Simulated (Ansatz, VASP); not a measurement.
## W2CF2 (W2CF2 MXene monolayer): VASP beside Ansatz

Wanted: the spread between two codes on one cell, functional and k mesh. The cell is taken from a series of runs on this material, whose earlier steps may have relaxed, scaled, displaced or heated it; both programs get it as it stands.

Main program and level: Ansatz 0.2.0; plane waves, with VASP 6.6.1 beside it; single point at PBE, spin-orbit coupling.

## (1) Set-up

The cell holds 5 atoms: 2 F, 2 W and 1 C. Cell: a = 3.291 Å, b = 3.291 Å, c = 22.564 Å, α = 90.0°, β = 90.0°, γ = 120.0°. Vacuum lies along c.

## (2) Ansatz: single point, PBE, spin-orbit coupling

Ansatz runs on its PAW fully relativistic soft_1 files.

A single point gives forces, pressure and levels at one fixed geometry, so differences don't come from the geometry; what else differs is listed under the comparison.

Input file input.yaml:

```yaml
crystal:
  lattice:
    - [3.2905098428, 0.0, 0.0]
    - [-1.6452549214, 2.8496651153, 0.0]
    - [0.0, 0.0, 22.5637472058]
  atoms:
    - { symbol: F, position: [0.3333333333, 0.6666666667, 0.3988699181] }
    - { symbol: W, position: [0.6666666667, 0.3333333333, 0.4589301041] }
    - { symbol: C, position: [0.0, 0.0, 0.5] }
    - { symbol: W, position: [0.3333333333, 0.6666666667, 0.5410698959] }
    - { symbol: F, position: [0.6666666667, 0.3333333333, 0.6011300819] }
kpoints:
  mp_grid: { grid: [12, 12, 1] }
  band_path:
    path: [[0, 0, 0], [0.5, 0, 0], [0.33333333, 0.33333333, 0], [0, 0, 0]]
    npoints: 16
hamiltonian:
  xc: pbe
  pseudopotentials: { kind: paw_fr, azcp: { folder: soft_1 } }
magnetization:
  noncollinear: true
  spin_orbit: true
scf:
  occupations: { method: fermi_dirac, width: 0.05 }
  convergence: { dr2_threshold: 1.0e-09 }
efield:
  axis: 3
  dipole_correction: true
  ramp_position: 0.97
  ramp_width: 0.06
  amplitude: 0
output:
  write_potential: true
  write_density: true
  volumetric_format: npy
```

The run is started by

```
$ ansatz run input.yaml --threads 4 --pin off --max-ram 6144MiB --backend cpu --events-out ev --progress --plain --runs-dir out
```

Numbers of over 12 decimals in the logs are rounded to 6 here.

Output:

```text
Engine: ansatz 0.2.0, aarch64-unknown-linux-gnu
Pseudopotentials: kind: paw_fr
Pseudopotential: F, paw, valence charge 7, recommended cutoff 420 eV (normal), soft_1/F.paw.azcp
Pseudopotential: W, paw, valence charge 14, recommended cutoff 420 eV (normal), soft_1/W.paw.azcp
Pseudopotential: C, paw, valence charge 4, recommended cutoff 420 eV (normal), soft_1/C.paw.azcp
Functional definition: PBE
  parameter kappa = 0.804
  parameter beta = 0.066725
  exchange = pbe_x(kappa = kappa, mu = beta*pi^2/3)
  correlation = pbe_c(beta = beta)
non-collinear run that drives no moment, with spin-orbit: no starting moment large enough to seed its density (crystal.atoms[].spin), no starting occupations that ask for one, no magnetisation constraint and no magnetic field, so the semilocal B_xc is pinned to zero
Crystal: 5 atoms, lattice volume = 211.577 Å³
Basis set: ecut = 420 eV, 4227 PW (Γ)
Bands: 56, of which v1, the nominal top of the filled ones, is band 46 counted from 1 (45 counted from 0)
Symmetry: 6 space group operations + 6 with time reversal
k-points: 19 of 144 (time reversal used)
Projection manifold: j_resolved (fully-relativistic pseudo-atomic orbitals)
Non-local potential: F, projectors of the file, resolved by j, l = 0: 2, l = 1: 4, l = 2: 2
Non-local potential: W, projectors of the file, resolved by j, l = 0: 3, l = 1: 4, l = 2: 4, l = 3: 2
Non-local potential: C, projectors of the file, resolved by j, l = 0: 2, l = 1: 4, l = 2: 2
PAW form: soft (Blöchl's): semilocal exchange-correlation on the pseudo side does not see the compensation charge
PAW one-centre angular grid: F, 110 points (default); XC on 64 Gauss nodes
PAW one-centre angular grid: W, 590 points (default); XC on 64 Gauss nodes
PAW one-centre angular grid: C, 110 points (default); XC on 64 Gauss nodes
Initial density: superposition of atomic densities (neutral atoms: chi_scale 0, normalization atom)
Initial wavefunctions: pseudopotential atomic-orbital guess
Functional: x = pbe(κ = 0.804, μ = 0.219515), c = pbe(β = 0.066725)
SCF iter   1: F=—  HF=-22691.487346 eV  |F-HF|=—  |Δ(HF+E_count)|=         —  Δρ=6.99e-2  dr2=1.61e1  dr2_m=0.00e0 (ungated)  ethr=3.10e-3  |M|=0.00e0 ∫|m|=0.00e0 μB  |m|>n=0.0e0 m-floor=0.0e0 τ_xc=0.0e0  β_m=1.00  p=0.000 e·Å  D=3.65e-14 V/Å  ΔV_dip=-0.00 eV  dr2_dipole=6.11e-9  V_vac-E_F(+/−)=6.17/6.17 eV  ⟨swp⟩=8.8  Hψ=5832  notcnv=0
efield: sawtooth ramp at fractional position 0.9700 (set: `efield.ramp_position`, or a place that a band, a saddle search or an elastic batch's reference lends), width 0.0600; the density the first Hamiltonian is built on has a dipole p = 0.000 e·Å; the dipole correction subtracts the counter field D = 3.65e-14 V/Å, which shifts the + side's vacuum level by -0.00 eV against the − side's; the planar-averaged density in the ramp window peaks in size at 4.5e-7 e/Å³
preconditioner: auto → LDOS  [insulator: Δε(μ)=0.213 eV  Ē_g=8.999 eV  σ=0.050 eV  W_gap=0.67  n_scr=14 (ndim 8)  ℏωp=13.0 eV  f_vac=0.690  D(μ)=0.22/eV (n_scr^D=2)  ε∞_Penn≈3.1  β→1.0]
spin=Noncollinear: LDOS preconditioning applied to the charge; magnetization (m_x, m_y, m_z) channels mix plain (no charge-response kernel on spin).
SCF iter   2: F=—  HF=-22695.716960 eV  |F-HF|=—  |Δ(HF+E_count)|=    4.23e0  Δρ=1.06e-1  dr2=3.26e1  dr2_m=0.00e0 (ungated)  ethr=3.10e-3  |M|=0.00e0 ∫|m|=0.00e0 μB  |m|>n=0.0e0 m-floor=0.0e0 τ_xc=0.0e0  β_m=0.50  p=-0.000 e·Å  D=-2.90e-5 V/Å  ΔV_dip=0.00 eV  dr2_dipole=1.35e-5  V_vac-E_F(+/−)=2.50/2.50 eV  ⟨swp⟩=4.9  Hψ=3306  notcnv=0  defer=38
SCF iter   3: F=—  HF=-22687.714252 eV  |F-HF|=—  |Δ(HF+E_count)|=    8.00e0  Δρ=2.97e-2  dr2=2.16e0  dr2_m=0.00e0 (ungated)  ethr=3.10e-3  |M|=0.00e0 ∫|m|=0.00e0 μB  |m|>n=0.0e0 m-floor=0.0e0 τ_xc=0.0e0  β_m=0.82  p=-0.000 e·Å  D=-1.13e-4 V/Å  ΔV_dip=0.00 eV  dr2_dipole=1.81e-7  V_vac-E_F(+/−)=4.01/4.01 eV  ⟨swp⟩=4.1  Hψ=2937  notcnv=0  defer=14
SCF iter   4: F=—  HF=-22687.158253 eV  |F-HF|=—  |Δ(HF+E_count)|=   5.56e-1  Δρ=3.77e-3  dr2=2.51e-2  dr2_m=0.00e0 (ungated)  ethr=3.10e-3  |M|=0.00e0 ∫|m|=0.00e0 μB  |m|>n=0.0e0 m-floor=0.0e0 τ_xc=0.0e0  β_m=0.73  p=0.000 e·Å  D=2.21e-6 V/Å  ΔV_dip=-0.00 eV  dr2_dipole=1.09e-6  V_vac-E_F(+/−)=4.25/4.25 eV  ⟨swp⟩=2.1  Hψ=1907  notcnv=0  defer=14
SCF iter   5: F=—  HF=-22687.155442 eV  |F-HF|=—  |Δ(HF+E_count)|=   2.81e-3  Δρ=9.49e-4  dr2=2.86e-3  dr2_m=0.00e0 (ungated)  ethr=5.45e-5  |M|=0.00e0 ∫|m|=0.00e0 μB  |m|>n=0.0e0 m-floor=0.0e0 τ_xc=0.0e0  β_m=0.71  p=-0.000 e·Å  D=-5.67e-5 V/Å  ΔV_dip=0.00 eV  dr2_dipole=1.85e-6  V_vac-E_F(+/−)=4.25/4.25 eV  ⟨swp⟩=3.9  Hψ=2576  notcnv=0  defer=14
SCF iter   6: F=—  HF=-22687.155051 eV  |F-HF|=—  |Δ(HF+E_count)|=   3.90e-4  Δρ=5.69e-4  dr2=5.20e-4  dr2_m=0.00e0 (ungated)  ethr=6.22e-6  |M|=0.00e0 ∫|m|=0.00e0 μB  |m|>n=0.0e0 m-floor=0.0e0 τ_xc=0.0e0  β_m=0.66  p=0.000 e·Å  D=7.72e-5 V/Å  ΔV_dip=-0.00 eV  dr2_dipole=7.48e-6  V_vac-E_F(+/−)=4.32/4.32 eV  ⟨swp⟩=2.2  Hψ=1504  notcnv=0  defer=14
SCF iter   7: F=—  HF=-22687.155028 eV  |F-HF|=—  |Δ(HF+E_count)|=   2.35e-5  Δρ=1.70e-4  dr2=2.10e-4  dr2_m=0.00e0 (ungated)  ethr=1.13e-6  |M|=0.00e0 ∫|m|=0.00e0 μB  |m|>n=0.0e0 m-floor=0.0e0 τ_xc=0.0e0  β_m=0.65  p=-0.000 e·Å  D=-1.77e-4 V/Å  ΔV_dip=0.00 eV  dr2_dipole=2.69e-5  V_vac-E_F(+/−)=4.34/4.33 eV  ⟨swp⟩=2.3  Hψ=1690  notcnv=0  defer=14
SCF iter   8: F=—  HF=-22687.155044 eV  |F-HF|=—  |Δ(HF+E_count)|=   1.56e-5  Δρ=1.67e-4  dr2=2.94e-4  dr2_m=0.00e0 (ungated)  ethr=4.56e-7  |M|=0.00e0 ∫|m|=0.00e0 μB  |m|>n=0.0e0 m-floor=0.0e0 τ_xc=0.0e0  β_m=0.51  p=0.000 e·Å  D=2.19e-4 V/Å  ΔV_dip=-0.00 eV  dr2_dipole=4.12e-5  V_vac-E_F(+/−)=4.34/4.34 eV  ⟨swp⟩=1.9  Hψ=1143  notcnv=0  defer=14
SCF iter   9: F=—  HF=-22687.155043 eV  |F-HF|=—  |Δ(HF+E_count)|=   5.58e-7  Δρ=7.75e-5  dr2=6.58e-5  dr2_m=0.00e0 (ungated)  ethr=4.56e-7  |M|=0.00e0 ∫|m|=0.00e0 μB  |m|>n=0.0e0 m-floor=0.0e0 τ_xc=0.0e0  β_m=0.59  p=0.000 e·Å  D=9.99e-5 V/Å  ΔV_dip=-0.00 eV  dr2_dipole=9.31e-6  V_vac-E_F(+/−)=4.34/4.35 eV  ⟨swp⟩=1.0  Hψ=1050  notcnv=0  defer=14
SCF iter  10: F=—  HF=-22687.155039 eV  |F-HF|=—  |Δ(HF+E_count)|=   4.50e-6  Δρ=1.74e-5  dr2=2.81e-6  dr2_m=0.00e0 (ungated)  ethr=1.43e-7  |M|=0.00e0 ∫|m|=0.00e0 μB  |m|>n=0.0e0 m-floor=0.0e0 τ_xc=0.0e0  β_m=0.63  p=0.000 e·Å  D=1.37e-5 V/Å  ΔV_dip=-0.00 eV  dr2_dipole=3.80e-7  V_vac-E_F(+/−)=4.35/4.35 eV  ⟨swp⟩=1.4  Hψ=1090  notcnv=0  defer=14
SCF iter  11: F=—  HF=-22687.154942 eV  |F-HF|=—  |Δ(HF+E_count)|=   9.62e-5  Δρ=4.34e-6  dr2=3.57e-8  dr2_m=0.00e0 (ungated)  ethr=6.11e-9  |M|=0.00e0 ∫|m|=0.00e0 μB  |m|>n=0.0e0 m-floor=0.0e0 τ_xc=0.0e0  β_m=0.67  p=-0.000 e·Å  D=-1.14e-6 V/Å  ΔV_dip=0.00 eV  dr2_dipole=7.37e-11  V_vac-E_F(+/−)=4.35/4.35 eV  ⟨swp⟩=2.1  Hψ=1489  notcnv=0  defer=14
SCF iter  12: F=—  HF=-22687.154942 eV  |F-HF|=—  |Δ(HF+E_count)|=   1.34e-8  Δρ=8.59e-7  dr2=4.27e-9  dr2_m=0.00e0 (ungated)  ethr=7.77e-11  |M|=0.00e0 ∫|m|=0.00e0 μB  |m|>n=0.0e0 m-floor=0.0e0 τ_xc=0.0e0  β_m=0.67  p=0.000 e·Å  D=1.17e-6 V/Å  ΔV_dip=-0.00 eV  dr2_dipole=5.30e-10  V_vac-E_F(+/−)=4.35/4.35 eV  ⟨swp⟩=3.4  Hψ=2317  notcnv=0  defer=14
SCF iter  13: F=-22687.154942 eV  HF=-22687.154942 eV  |F-HF|=1.96e-10  |Δ(HF+E_count)|=   1.35e-9  Δρ=2.90e-7  dr2=3.53e-10  dr2_m=0.00e0 (ungated)  ethr=2.17e-12  |M|=0.00e0 ∫|m|=0.00e0 μB  |m|>n=0.0e0 m-floor=0.0e0 τ_xc=0.0e0  p=-0.000 e·Å  D=-9.46e-8 V/Å  ΔV_dip=0.00 eV  dr2_dipole=2.81e-11  V_vac-E_F(+/−)=4.35/4.35 eV  ⟨swp⟩=8.1  Hψ=3411  notcnv=0
SCF 1 converged in 13 iterations: F = -22687.154942 eV  dr2 = 3.53e-10
  greatest PAW one-centre occupation: 0.999 electrons in one spin orbital (limit 2), on the W atom at site 3 (counted from 0), in its partial waves of l = 0
NSCF: frozen V_eff on 49 k-points
efield: sawtooth ramp at fractional position 0.9700 (kept from the solve that this one continues, or follows in the run), width 0.0600; the density the first Hamiltonian is built on has a dipole p = -0.000 e·Å; the dipole correction subtracts the counter field D = -9.46e-8 V/Å, which shifts the + side's vacuum level by +0.00 eV against the − side's; the planar-averaged density in the ramp window peaks in size at 5.7e-7 e/Å³
WARN: The output density's exchange-correlation potential varies sharply where the density is thin. Do not read a vacuum level from v_tot or v_xc, or from such a field of the output density. On a cell that repeats whose density bears no net charge and no dipole along the vacuum's axis use v_es (v_loc + v_h of the components); under efield.dipole_correction with no amplitude use v_es + v_field, which holds any externa [...]
SCF converged after 13 iterations
Magnetization: |M| = 0.0000 μB,  M = (+0.0000, +0.0000, +0.0000) μB
Absolute magnetization: 0.0000 μB (∫|m|)
  site 0: m = (+0.0000, +0.0000, +0.0000) μB, |m| = 0.0000 μB  (R = 0.96 Å)
  site 1: m = (+0.0000, +0.0000, +0.0000) μB, |m| = 0.0000 μB  (R = 0.87 Å)
  site 2: m = (+0.0000, +0.0000, +0.0000) μB, |m| = 0.0000 μB  (R = 0.87 Å)
  site 3: m = (+0.0000, +0.0000, +0.0000) μB, |m| = 0.0000 μB  (R = 0.87 Å)
  site 4: m = (+0.0000, +0.0000, +0.0000) μB, |m| = 0.0000 μB  (R = 0.96 Å)
Free energy (F): -22687.154942 eV
Harris-Foulkes:  -22687.154942 eV  (|F-HF|=1.96e-10)
Internal energy: -22687.149408 eV  (E = F + TS)
E sigma→0 (E₀):  -22687.152175 eV
Entropy (-TS):   -0.005534 eV (-1.107 meV/atom)
Fermi energy:    1.272399 eV
Dipole field:    D = -0.000007 V/Å  (p = -0.000008 e·Å, saw-weighted, corrected)
Work function:   Φ+ = 4.3471 eV   Φ− = 4.3469 eV
Levels:          The Fermi level and band energies are counted from a zero that moves with the ramp; work functions are not
--- Per-component energies (eV) ---
  E_band       = -987.003254
  E_kinetic    = 1330.288793
  E_local      = -47745.737557  (includes V_loc(G=0)·N_el)
  E_nonlocal   = 140.493872
  E_hartree    = 23240.331446
  E_xc         = -735.710831
  E_vxc        = -717.286092  (∫ρ·V_xc dr)
  E_paw        = -17706.594149  (= ΣΔE_a)
  E_vpaw       = -475.426027  (= ΣTr[D̂ρ^β])
  E_aug_tail   = 0.001722  (compensation charges beyond the density's cutoff)
  E_efield     = 0.000000  (sawtooth field / dipole correction)
  E_vefield    = 0.000000  (∫n·V_field dr)
  E_ewald      = 18789.777295
  E_smearing   = -0.005534  (= −TS)
  E_closure    = 0.000000  (closes the sum)
  Σ components = -22687.154942   (vs F -22687.154942, Δ=0.00e0)
--- Band table (eV; the first three rows and the last of 19) ---
  k-point 0: bands = [... 42 lower, -2.1309, -2.1309, 0.8043, 0.8043, 1.1032, 1.1032, 2.1794, 2.1794, ... 6 higher]
  k-point 1: bands = [... 42 lower, -1.9842, -1.9842, 0.8318, 0.8318, 1.3971, 1.3971, 2.0578, 2.0578, ... 6 higher]
  k-point 2: bands = [... 42 lower, -1.5931, -1.5931, 0.7388, 0.7388, 1.7398, 1.7398, 2.1342, 2.1342, ... 6 higher]
  k-point 18: bands = [... 42 lower, -0.8755, -0.8755, -0.6764, -0.6764, 2.3391, 2.3391, 2.6015, 2.6015, ... 6 higher]
```

(Part 1 of 2 ends here.)

[Lines on the potential files, build, host, timing and source positions are cut from VASP's logs without a mark.]

[Logs are printed without paths, hosts, clocks, repeated set-up lines and the standing remarks that a program may print on its own settings, such as how far it seeks lower states.]

[Hosts, paths, dates, database ids (printed as entryN), source tags and the programs' standing remarks are cut or masked in the printed files.]
